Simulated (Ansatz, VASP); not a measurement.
## MgB2: VASP beside Ansatz

One calculation is typed for both programs; each brings its own data sets and cutoff. How far apart do they land? The cell is a member of a volume series, scaled by 0.96 from a relaxed one, so a pressure remains.

Method: plane waves, with VASP 6.6.1 beside it; single point at PBEsol with D3(BJ), in Ansatz 0.2.0.

### Step 1. Set-up

The structure is hexagonal, space group P6/mmm (No. 191). The conventional cell has a = 2.996 Å, b = 2.996 Å, c = 3.419 Å, α = 90.00°, β = 90.00°, γ = 120.00°. Mg has 12 B at 2.43 Å nearest. B has 3 B at 1.73 Å and 6 Mg at 2.43 Å nearest. Farther neighbours are not listed.

### Step 2. Ansatz: single point, PBEsol with D3(BJ), volume scaled by 0.96

Ansatz runs on its default PAW (the set named soft_2) files.

With cell and atoms fixed, the geometry can't cause a difference; cores, projectors, grids and the points listed under the comparison can.

input.yaml

```yaml
crystal:
  lattice:
    - [2.9957039959, 0.0, 0.0]
    - [-1.4978519979, 2.5943557627, 0.0]
    - [0.0, 0.0, 3.4186473916]
  atoms:
    - { symbol: Mg, position: [0.0, 0.0, 0.0] }
    - { symbol: B, position: [0.3333333333, 0.6666666667, 0.5] }
    - { symbol: B, position: [0.6666666667, 0.3333333333, 0.5] }
hamiltonian:
  xc: pbesol
  pseudopotentials: { kind: paw }
  dispersion: d3bj
kpoints:
  mp_grid: { grid: [7, 7, 6] }
scf:
  occupations: { method: gaussian, width: 0.05 }
  n_extra_bands: 4
output:
  forces: true
  stress: true
  eigenvalues: true
```

Launch:

```sh
$ ansatz run input.yaml --threads 2 --pin off --max-ram 4608MiB --backend cpu --events-out ev --progress --plain --runs-dir out
```

Numbers of over 12 decimals in the logs are rounded to 6 here.

Log:

```text
scf.n_extra_bands = 4 over 8 filled bands (N_el = 16.0): the run solves 12 bands
Engine: ansatz 0.2.0, aarch64-unknown-linux-gnu
Pseudopotentials: kind: paw
Pseudopotential: Mg, paw, valence charge 10, recommended cutoff 420 eV (normal), Mg.paw.azcp
Pseudopotential: B, paw, valence charge 3, recommended cutoff 420 eV (normal), B.paw.azcp
Functional definition: PBEsol
  exchange = pbesol_x
  correlation = pbesol_c
Crystal: 3 atoms, lattice volume = 26.569 Å³
Basis set: ecut = 420 eV, 527 PW (Γ), exchange–correlation on 48×48×48 points (8 copies of the dense FFT grid, shifted against one another)
Bands: 12, of which v1, the nominal top of the filled ones, is band 8 counted from 1 (7 counted from 0)
Symmetry: 24 space group operations
Space group: P6/mmm (ITA 191), of the structure as read, at distance tolerance 3.0e-5 Å
k-points: 32 of 294
Non-local potential: Mg, projectors of the file, l = 0: 3, l = 1: 2, l = 2: 1
Non-local potential: B, projectors of the file, l = 0: 2, l = 1: 2, l = 2: 1
PAW form: soft (Blöchl's): semilocal exchange-correlation on the pseudo side does not see the compensation charge
PAW frozen core: Mg, regenerated for the run's functional, and the local potential with it (the file was generated under x = pbe(κ = 0.804, μ = 0.219515), c = pbe(β = 0.066725))
PAW frozen core: B, regenerated for the run's functional, and the local potential with it (the file was generated under x = pbe(κ = 0.804, μ = 0.219515), c = pbe(β = 0.066725))
PAW one-centre angular grid: Mg, 110 points (default); XC on 64 Gauss nodes
PAW one-centre angular grid: B, 110 points (default); XC on 64 Gauss nodes
Initial density: superposition of atomic densities (neutral atoms: chi_scale 0, normalization atom), corrected by the library's trained network
Initial wavefunctions: pseudopotential atomic-orbital guess
Functional: x = pbesol(κ = 0.804, μ = 0.123457), c = pbesol(β = 0.046)
SCF iter   1: F=—  HF=-2218.506718 eV  |F-HF|=—  |Δ(HF+E_count)|=         —  Δρ=5.79e-3  dr2=1.22e-2  ethr=1.77e-3  ⟨swp⟩=5.3  Hψ=2118  notcnv=0
preconditioner: auto → none  [insulator: Δε(μ)=0.180 eV  Ē_g=11.798 eV  σ=0.050 eV  W_gap=0.99  n_scr=8 (ndim 8)  ℏωp=20.4 eV  f_vac=0.000  D(μ)=0.07/eV (n_scr^D=0)  ε∞_Penn≈4.0]
SCF iter   2: F=—  HF=-2218.502187 eV  |F-HF|=—  |Δ(HF+E_count)|=   4.53e-3  Δρ=1.39e-3  dr2=3.12e-4  ethr=7.60e-5  ⟨swp⟩=2.1  Hψ=808  notcnv=0  defer=5
SCF iter   3: F=—  HF=-2218.502072 eV  |F-HF|=—  |Δ(HF+E_count)|=   1.15e-4  Δρ=3.65e-4  dr2=1.71e-5  ethr=1.95e-6  ⟨swp⟩=2.6  Hψ=662  notcnv=0  defer=5
SCF iter   4: F=—  HF=-2218.502077 eV  |F-HF|=—  |Δ(HF+E_count)|=   4.46e-6  Δρ=8.55e-5  dr2=7.73e-7  ethr=1.07e-7  ⟨swp⟩=1.4  Hψ=436  notcnv=0  defer=5
iter 5 did not close the SCF: its close was put off for the readings that it lacked (scf_convergence_deferred on its scf_iter line)
SCF iter   5: F=-2218.502077 eV  HF=-2218.502077 eV  |F-HF|=1.43e-9  |Δ(HF+E_count)|=   3.74e-7  Δρ=3.91e-6  dr2=1.56e-9  ethr=4.83e-9  ⟨swp⟩=1.2  Hψ=418  notcnv=0  defer=5
SCF iter   6: F=-2218.502077 eV  HF=-2218.502077 eV  |F-HF|=9.09e-13  |Δ(HF+E_count)|=   1.71e-9  Δρ=4.18e-7  dr2=2.52e-11  ethr=9.76e-12  ⟨swp⟩=2.1  Hψ=1223  notcnv=0
SCF 1 converged in 6 iterations: F = -2218.502077 eV  dr2 = 2.52e-11
  greatest PAW one-centre occupation: 1.000 electrons in one spin orbital (limit 2), on the Mg atom at site 0 (counted from 0), in its partial waves of l = 0
SCF converged after 6 iterations
Free energy (F): -2218.502077 eV
Harris-Foulkes:  -2218.502077 eV  (|F-HF|=9.09e-13)
Internal energy: -2218.501609 eV  (E = F + TS)
E sigma→0 (E₀):  -2218.501843 eV
Entropy (-TS):   -0.000469 eV (-0.156 meV/atom)
Fermi energy:    10.015408 eV
--- Per-component energies (eV) ---
  E_band       = -276.146048
  E_kinetic    = 178.261174
  E_local      = -1480.807929  (includes V_loc(G=0)·N_el)
  E_nonlocal   = 119.175198
  E_hartree    = 527.114631
  E_xc         = -95.241206
  E_vxc        = -116.815846  (∫ρ·V_xc dr)
  E_paw        = -431.262947  (= ΣΔE_a)
  E_vpaw       = -30.187776  (= ΣTr[D̂ρ^β])
  E_aug_tail   = -0.000004  (compensation charges beyond the density's cutoff)
  E_ewald      = -1035.057801
  E_disp       = -0.771008  (pairwise vdW)
  E_core_change = 0.088284  (= ΣΔE_core)
  E_smearing   = -0.000469  (= −TS)
  E_closure    = 0.000000  (closes the sum)
  Σ components = -2218.502077   (vs F -2218.502077, Δ=0.00e0)
--- Forces (eV/Å), atoms counted from 1 ---
  atom   1  Mg     0.00000000     0.00000000     0.00000000
  atom   2  B     -0.00000000    -0.00000000     0.00000000
  atom   3  B      0.00000000     0.00000000     0.00000000
  max |Σ_I F_I| component: 3.70e-17 eV/Å
--- Stress (GPa, compression-positive) ---
        7.863137      -0.000000       0.000000
       -0.000000       7.863137       0.000000
        0.000000       0.000000       5.426561
  P = ⅓ Tr σ = 7.0509 GPa (70.509 kbar)
--- Band table (eV; the first three rows and the last of 32) ---
  k-point 0: bands = [... 4 lower, -2.7823, 7.0657, 10.5767, 10.5767, 12.0325, 16.8095, 16.8095, 19.2318]
  k-point 1: bands = [... 4 lower, -2.5247, 5.5021, 10.6744, 10.6744, 14.1876, 16.8770, 16.8770, 19.0529]
  k-point 2: bands = [... 4 lower, -1.8542, 3.3470, 10.8831, 10.8831, 17.0216, 17.0216, 18.0689, 18.7664]
  k-point 31: bands = [... 4 lower, 2.5451, 4.4653, 5.2047, 6.9068, 9.0760, 14.5970, 21.1835, 22.1119]
```

Run time: 0.86 s. Hardware: 2 threads of Arm Neoverse N1, shared host; peak memory 0.26 GiB; 1.4 s of CPU time.

The column dr2 measures how far the density is from self-consistency, as an energy; F and HF (Harris–Foulkes) agree once it is small.

The run ends at a pressure of 7.05 GPa.

### Step 3. VASP: single point, PBEsol with D3(BJ), volume scaled by 0.96

The same cell, functional, mesh and smearing now go to VASP, with its own data sets and cutoff.

Lines of VASP's logs that name or quote its potential files are left out, and so is its time.

INCAR

```
SYSTEM = MgB2
PREC = Accurate
ENCUT = 420
EDIFF = 1E-06
NELM = 100
ISMEAR = 0
SIGMA = 0.05
LREAL = .FALSE.
ALGO = Normal
GGA = PS
IVDW = 12
NBANDS = 10
LORBIT = 11
LWAVE = .FALSE.
LCHARG = .FALSE.
KPAR = 2
ISIF = 2
```

POSCAR

```
MgB2
1.0
    2.9957039959      0.0000000000      0.0000000000
   -1.4978519979      2.5943557627      0.0000000000
    0.0000000000      0.0000000000      3.4186473916
Mg B
1 2
Direct
    0.0000000000      0.0000000000      0.0000000000
    0.3333333333      0.6666666667      0.5000000000
    0.6666666667      0.3333333333      0.5000000000
```

KPOINTS

```
Automatic mesh
0
Gamma
7 7 6
0 0 0
```

PAW data sets: Mg and B (PBE family, release 64).

Launch:

```sh
$ mpirun -np 2 vasp_std
```

Log:

```text
[banner, memory and clock lines left out]
running    2 mpi-ranks, on    1 nodes
 distrk:  each k-point on    1 cores,    2 groups
 distr:  one band on    1 cores,    1 groups

 POSCAR found type information on POSCAR MgB
 POSCAR found :  2 types and       3 ions
|                                                                             |
|               ----> ADVICE to this user running VASP <----                  |
|                                                                             |
|     You enforced a specific xc type in the INCAR file but a different       |
|     [... a line on the potential file left out ...]
|     I HOPE YOU KNOW WHAT YOU ARE DOING!                                     |
|                                                                             |

 LDA part: xc-table for (Slater+PW92), standard interpolation
 POSCAR, INCAR and KPOINTS ok, starting setup
 FFT: planning ... GRIDC
 FFT: planning ... GRID_SOFT
 FFT: planning ... GRID
 WAVECAR not read
 entering main loop
       N       E                     dE             d eps       ncg     rms          rms(c)
DAV:   1    -0.177708477177E+01   -0.17771E+01   -0.33997E+03   736   0.556E+02
DAV:   2    -0.175698149771E+02   -0.15793E+02   -0.14905E+02   804   0.939E+01
DAV:   3    -0.179355279346E+02   -0.36571E+00   -0.36487E+00   794   0.118E+01
DAV:   4    -0.179363437907E+02   -0.81586E-03   -0.81578E-03   818   0.591E-01
DAV:   5    -0.179363466520E+02   -0.28613E-05   -0.28616E-05   814   0.337E-02    0.558E+00
DAV:   6    -0.164108578656E+02    0.15255E+01   -0.20404E+00   694   0.710E+00    0.260E+00
DAV:   7    -0.161686061351E+02    0.24225E+00   -0.95924E-01   704   0.483E+00    0.812E-01
DAV:   8    -0.161650551078E+02    0.35510E-02   -0.86323E-02   684   0.171E+00    0.293E-01
DAV:   9    -0.161600947652E+02    0.49603E-02   -0.12483E-02   730   0.555E-01    0.550E-02
DAV:  10    -0.161600681991E+02    0.26566E-04   -0.13283E-03   758   0.200E-01    0.313E-02
DAV:  11    -0.161600232267E+02    0.44972E-04   -0.19098E-04   708   0.766E-02    0.195E-03
DAV:  12    -0.161600233720E+02   -0.14525E-06   -0.22123E-06   754   0.110E-02
   1 F= -.16930831E+02 E0= -.16930688E+02  d E =-.286193E-03
```

Parts of OUTCAR (step 3):

```text
ion  position               nearest neighbor table
   1  0.000  0.000  0.000-   2 2.43   3 2.43   2 2.43   3 2.43   3 2.43   3 2.43   2 2.43   2 2.43
                             3 2.43   3 2.43   2 2.43   2 2.43
   2  0.333  0.667  0.500-   3 1.73   3 1.73   3 1.73   1 2.43   1 2.43   1 2.43   1 2.43   1 2.43
                             1 2.43
   3  0.667  0.333  0.500-   2 1.73   2 1.73   2 1.73   1 2.43   1 2.43   1 2.43   1 2.43   1 2.43
                             1 2.43

  LATTYP: Found a hexagonal cell.
 ALAT       =     2.9957039959
 C/A-ratio  =     1.1411833066

 Subroutine GETGRP returns: Found 24 space group operations
 (whereof 24 operations were pure point group operations)

The static configuration has the point symmetry D_6h.

 Found     32 irreducible k-points:

   k-points           NKPTS =     32   k-points in BZ     NKDIM =     32   number of bands    NBANDS=     10

   dimension x,y,z NGX =    20 NGY =   20 NGZ =   24
   dimension x,y,z NGXF=    40 NGYF=   40 NGZF=   48

   ENCUT  =  420.0 eV  30.87 Ry    5.56 a.u.   5.01  5.01  5.71*2*pi/ulx,y,z

   NELECT =       8.0000    total number of electrons

 k-points in reciprocal lattice and weights: Automatic mesh
   0.00000000  0.00000000  0.00000000       0.003
   0.14285714  0.00000000  0.00000000       0.020
   0.28571429  0.00000000  0.00000000       0.020
   0.42857143  0.00000000  0.00000000       0.020
   0.14285714  0.14285714  0.00000000       0.020
   0.28571429  0.14285714  0.00000000       0.041
   0.42857143  0.14285714  0.00000000       0.020
   0.28571429  0.28571429  0.00000000       0.020
   0.00000000  0.00000000  0.16666667       0.007
[...]
0.42857143  0.14285714  0.50000000       0.020
   0.28571429  0.28571429  0.50000000       0.020

 average (electrostatic) potential at core
       1 -34.5315       2 -25.4464       3 -25.4464

 E-fermi :   5.6843

 k-point     1 :       0.0000    0.0000    0.0000
  band No.  band energies     occupation
      1      -7.1158      2.00000
      2       2.7209      2.00000
      3       6.2546      0.00000
      4       6.2546      0.00000
      5       7.7064      0.00000
      6      12.4900      0.00000
      7      12.4900      0.00000
    ...

 k-point     2 :       0.1429    0.0000    0.0000
  band No.  band energies     occupation
      1      -6.7429      2.00000
      2       3.0823      2.00000
      3       4.6068      2.00000
      4       5.4816      2.00000
      5       8.0202      0.00000
      6      12.2769      0.00000
      7      14.0290      0.00000
      8      15.2317      0.00000
      9      15.4990      0.00000
    ...

 k-point     3 :       0.2857    0.0000    0.0000
  band No.  band energies     occupation
      1      -5.6375      2.00000
      2       1.5717      2.00000
      3       4.1356      2.00000
      4       4.3123      2.00000
      5       8.9126      0.00000
      6      11.5745      0.00000
      7      12.3618      0.00000
      8      15.5786      0.00000
      9      17.3768      0.00000
    ...

 Edisp (eV)   -0.77081

  Total       1.35360     1.35360     0.89234     0.00000    -0.00000    -0.00000
  in kB      81.62408    81.62408    53.80945     0.00000    -0.00000    -0.00000
  external pressure =       72.35 kB  Pullay stress =        0.00 kB

  energy-cutoff  :      420.00
  volume of cell :       26.57
      direct lattice vectors                 reciprocal lattice vectors
     2.995703996  0.000000000  0.000000000     0.333811352  0.192726074  0.000000000
    -1.497851998  2.594355763  0.000000000     0.000000000  0.385452147  0.000000000
     0.000000000  0.000000000  3.418647392     0.000000000  0.000000000  0.292513350

 POSITION                                       TOTAL-FORCE (eV/Angst)
 -----------------------------------------------------------------------------------
      0.00000      0.00000      0.00000         0.000000     -0.000000      0.000000
     -0.00000      1.72957      1.70932        -0.000000      0.000000     -0.000000
      1.49785      0.86479      1.70932        -0.000000     -0.000000      0.000000
 -----------------------------------------------------------------------------------
    total drift:                                0.000000     -0.000000     -0.000000

  FREE ENERGIE OF THE ION-ELECTRON SYSTEM (eV)
  ---------------------------------------------------
  free  energy   TOTEN  =       -16.9308308194 eV

  energy  without entropy=      -16.9305446264  energy(sigma->0) =      -16.93068772

 total charge
# of ion       s       p       d       tot
------------------------------------------
    1        0.168   0.204   0.070   0.442
    2        0.705   1.303   0.000   2.008
    3        0.705   1.303   0.000   2.008
--------------------------------------------------
tot          1.578   2.811   0.070   4.459

[... 3 further parts left out ...]
```

The scan keeps the cell's shape and the fractional positions fixed. Dispersion corrections of this kind ignore metallic screening and tend to overbind metals.

### Step 4. Differences

Known differences besides the potentials themselves: the data sets hold 16 valence electrons in Ansatz (default PAW (the set named soft_2) files) and 8 in VASP; Ansatz makes its cores anew for this functional, VASP keeps those of its PBE data sets; VASP leaves aspherical gradient terms in its spheres out (LASPH is not set), Ansatz keeps them. Total energies have different zeros and are not compared.

Compared:

```csv
quantity,Ansatz,VASP,difference
pressure (GPa),7.05,7.24,-0.18
pressure without Ansatz's Pulay correction (GPa),6.85,7.24,-0.39
```

Ansatz's pressure holds a Pulay correction of 0.21 GPa; VASP's holds none.

### Step 5. What came out

- difference in pressure (single point, PBEsol with D3(BJ), volume scaled by 0.96): -0.18 GPa

**Reading.** The difference in pressure is -0.18 GPa (single point, PBEsol with D3(BJ), volume scaled by 0.96), within the 1 GPa picked in this series as the mark of a large difference. How closely two codes agree says nothing of how well the functional describes the real material.

[Lines on the potential files, build, host, timing and source positions are cut from VASP's logs without a mark.]

[Logs are printed without paths, hosts, clocks, repeated set-up lines and the standing remarks that a program may print on its own settings, such as how far it seeks lower states.]

[Hosts, paths, dates, database ids (printed as entryN), source tags and the programs' standing remarks are cut or masked in the printed files.]
